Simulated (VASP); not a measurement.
Computed with PBEsol GGA, VASP's PBE PAW potentials (set 64) (plane waves; VASP 6.6.1). For the alloy's cell: Numerical set-up: 400 eV cut-off, 15×15×4 Γ-centred mesh, tetrahedra with Blöchl corrections, potentials Rh_pv Ag.

| end member | E (eV/atom) | V (Å³/atom) | gap (eV) |
|---|---|---|---|
| Ag (fcc) | -3.3087 | 16.55 | 0.00 |
| Rh (fcc) | -8.1373 | 13.45 | 0.00 |

An ordered cell with a fraction 0.75 of the second end member relaxes to

```yaml
crystal:
  lattice:
    - [0.00000, 1.91366, 1.91366]
    - [1.91366, 0.00000, 1.91366]
    - [7.70221, 7.70221, -0.04759]
  atoms:
    - { symbol: Rh, position: [0.98386, 0.98386, 0.01210] }
    - { symbol: Rh, position: [0.00000, 0.00000, 0.25000] }
    - { symbol: Rh, position: [0.01614, 0.01614, 0.48790] }
    - { symbol: Ag, position: [0.00000, 0.00000, 0.75000] }
```

Estimate the mixing energy, the deviation from a linear volume and the gap.

Its energy is -6.8077 eV/atom, so the mixing energy is 122 meV/atom. The volume of 14.15 Å³/atom lies -0.5 % from the linear mean. The cell is without a gap at this level.
